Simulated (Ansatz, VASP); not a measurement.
# MgS (Niningerite): VASP beside Ansatz, part 2 of 2

Wanted: the spread between two codes on one cell, functional and k mesh. The cell is taken from a series of runs on this material, whose earlier steps may have relaxed, scaled, displaced or heated it; both programs get it as it stands.

VASP 6.6.1 and Ansatz 0.2.0.

So far: The structure; VASP: relaxation of cell and atoms, r2SCAN; Ansatz: relaxation of cell and atoms, r2SCAN; Comparison.

## (5) Ansatz: zone-centre phonons, r2SCAN

Level of this step: Ansatz beside VASP: Kohn-Sham DFT, plane waves, r2SCAN (Ansatz).

Second derivatives magnify differences that forces hide, and they need a tight electronic threshold.

The cell is taken from a series of runs on this material, whose earlier steps may have relaxed, scaled, displaced or heated it; both programs get it as it stands.

input.yaml reads:

```yaml
crystal:
  lattice:
    - [0.0, 2.6015366495, 2.6015366495]
    - [2.6015366495, 0.0, 2.6015366495]
    - [2.6015366495, 2.6015366495, 0.0]
  atoms:
    - { symbol: Mg, position: [0.0, 0.0, 0.0] }
    - { symbol: S, position: [0.5, 0.5, 0.5] }
kpoints:
  mp_grid: { grid: [8, 8, 8] }
hamiltonian:
  xc: r2scan
scf:
  occupations: { method: fixed }
output:
  eigenvalues: true
phonons:
  method: dfpt
  dielectric: true
  rigid_motions: translations
```

Run with:

```
ansatz run input.yaml --threads 4 --pin off --max-ram 7168MiB --backend cpu --events-out ev --progress --plain --runs-dir out
```

Numbers of over 12 decimals in the logs are rounded to 6 here.

Output:

```text
[...]
Crystal: 2 atoms, lattice volume = 35.214 Å³
Basis set: ecut = 500 eV, 893 PW (Γ), exchange–correlation on 162×162×162 points (216 copies of the dense FFT grid, shifted against one another)
Bands: 12, of which v1, the nominal top of the filled ones, is band 8 counted from 1 (7 counted from 0)
Symmetry: 48 space group operations
k-points: 59 of 512 (irreducible under 8 space group operations, time reversal used)
[...]
optical modes at Γ + LO–TO along q̂ = [1.0000, 0.0000, 0.0000]:
      ω (cm⁻¹)  modes    IR ((D/Å)²/amu)
[...]
optical modes at Γ + LO–TO along q̂ = [0.0000, 1.0000, 0.0000]:
      ω (cm⁻¹)  modes    IR ((D/Å)²/amu)
        236.75      2            17.7428
        407.12      1             8.8714
  optical modes at Γ + LO–TO along q̂ = [0.0000, 0.0000, 1.0000]:
      ω (cm⁻¹)  modes    IR ((D/Å)²/amu)
        236.75      2            17.7428
        407.12      1             8.8714
[key lines of the parts left out:]
SCF converged after 7 iterations
Free energy (F): -2835.576085 eV
Fermi energy:    6.160540 eV
```

## (6) VASP: zone-centre phonons, r2SCAN

The same cell, functional and mesh now go to VASP, with its own data sets.

INCAR reads:

```
SYSTEM = MgS
PREC = Accurate
ENCUT = 660
EDIFF = 1E-08
NELM = 120
ISMEAR = 0
SIGMA = 0.01
LREAL = .FALSE.
ALGO = Normal
METAGGA = R2SCAN
LASPH = .TRUE.
NBANDS = 10
LORBIT = 11
LWAVE = .FALSE.
LCHARG = .FALSE.
ISIF = 2
IBRION = 6
NFREE = 2
POTIM = 0.015
NSW = 1
GGA_COMPAT = .FALSE.
EFERMI = MIDGAP
LMIXTAU = .TRUE.
KPAR = 2
```

POSCAR reads:

```
MgS
1.0
    0.0000000000      2.6015366495      2.6015366495
    2.6015366495      0.0000000000      2.6015366495
    2.6015366495      2.6015366495      0.0000000000
Mg S
1 1
Direct
    0.0000000000      0.0000000000      0.0000000000
    0.5000000000      0.5000000000      0.5000000000
```

KPOINTS reads:

```
Automatic mesh
0
Gamma
8 8 8
0 0 0
```

PAW data sets: Mg and S (PBE family, release 64).

Run with:

```
mpirun -np 2 vasp_std
```

Output:

```text
[banner, memory and clock lines left out]
running    2 mpi-ranks, on    1 nodes
[...]
[... a notice as in an earlier step ...]

 LDA part: xc-table for (None), standard interpolation
 POSCAR, INCAR and KPOINTS ok, starting setup
[...]
entering main loop
       N       E                     dE             d eps       ncg     rms          rms(c)
DAV:   1     0.195543275847E+02    0.19554E+02   -0.41505E+03   596   0.813E+02
DAV:   2    -0.154074309841E+02   -0.34962E+02   -0.33184E+02   758   0.117E+02
DAV:   3    -0.170977196020E+02   -0.16903E+01   -0.16873E+01   754   0.288E+01
DAV:   4    -0.171075751883E+02   -0.98556E-02   -0.98544E-02   674   0.248E+00
[...]
DAV:  23    -0.155113359608E+02    0.14122E-06   -0.18875E-08   596   0.211E-03    0.771E-04
DAV:  24    -0.155113360029E+02   -0.42096E-07   -0.13656E-09   312   0.574E-04    0.670E-04
DAV:  25    -0.155113360075E+02   -0.46162E-08   -0.49568E-10   302   0.139E-04
   1 F= -.15511336E+02 E0= -.15511336E+02  d E =0.000000E+00
[... from here on, the cycles between the ionic steps are left out ...]
   2 F= -.15511029E+02 E0= -.15511029E+02  d E =0.000000E+00
   3 F= -.15511029E+02 E0= -.15511029E+02  d E =0.000000E+00
   4 F= -.15511021E+02 E0= -.15511021E+02  d E =0.000000E+00
   5 F= -.15511021E+02 E0= -.15511021E+02  d E =0.000000E+00
 Finite differences progress:
  Degree of freedom:   2/  2
  Displacement:        2/  2
  Total:               4/  4
```

OUTCAR, selected parts (step 6):

```text
  Total       -0.0930702     -0.0995191     -0.0995191      0.0000000      0.0000000      0.0000000
  in kB       -4.2344937     -4.5279052     -4.5279052      0.0000000      0.0000000      0.0000000
  external PRESSURE =      -4.4301014 kB  Pullay stress =       0.0000000 kB

 POSITION                                       TOTAL-FORCE (eV/Angst)
 -----------------------------------------------------------------------------------
      0.00000      0.00000      0.00000        -0.042160      0.000000      0.000000
      2.58654      2.60154      2.60154         0.042160      0.000000      0.000000
 -----------------------------------------------------------------------------------
    total drift:                               -0.001118      0.000000      0.000000

  FREE ENERGIE OF THE ION-ELECTRON SYSTEM (eV)
  ---------------------------------------------------
  free  energy   TOTEN  =       -15.5110208927 eV

  energy  without entropy=      -15.5110208927  energy(sigma->0) =      -15.51102089

[... 1 part as in an earlier step ...]

[... 2 further parts left out ...]
[key lines of the parts left out:]
E-fermi :   5.2107
```

The last energy, forces, stress and levels in OUTCAR belong to the last displaced cell, not to the cell of POSCAR.

Levels, forces or a CONTCAR printed for this step are those of its last displaced cell, not of the structure at rest.

## (7) Comparison

What differs besides the data sets and the points named for the pairs above, as far as they apply: the data sets hold 16 valence electrons in Ansatz (on its default PAW (the set named soft_2) files) and 8 in VASP; VASP uses finite displacements, Ansatz perturbation theory. Total energies have different zeros and are not compared.

The two programs side by side:

| quantity | Ansatz | VASP | difference |
| --- | --- | --- | --- |
| optical mode 1 to 3 (cm⁻¹) | 236.8 | 234.8 | +0.85 % |

Modes are paired by rising frequency, not by their patterns, so a pair may set unlike modes beside each other; they are those without the splitting of longitudinal modes.

## (8) Outcome

- difference in volume (relaxation of cell and atoms, r2SCAN): 0.57 %
- r.m.s. difference of the optical zone-centre modes, each program's sorted by frequency (zone-centre phonons, r2SCAN): 2.0 cm⁻¹
- difference in optical mode 1 to 3 (zone-centre phonons, r2SCAN): +0.8 %

The difference in volume is 0.57 % (relaxation of cell and atoms, r2SCAN), within the 1.2 % picked in this series as the mark of a large difference, as far as the stopping tolerances let one tell. The data sets hold unlike numbers of valence electrons (16 in Ansatz and 8 in VASP), so part of the differences comes from the potentials. Among the rows given in per cent, the largest difference of the zone-centre phonons, r2SCAN pair is in optical mode 1 to 3, +0.8 %. Such differences can come from data sets, numerical settings and the points named under the comparisons, not from the functional's error against experiment.

[Lines on the potential files, build, host, timing and source positions are cut from VASP's logs without a mark.]

[Logs are printed without paths, hosts, clocks, repeated set-up lines and the standing remarks that a program may print on its own settings, such as how far it seeks lower states.]

[Hosts, paths, dates, database ids (printed as entryN), source tags and the programs' standing remarks are cut or masked in the printed files.]
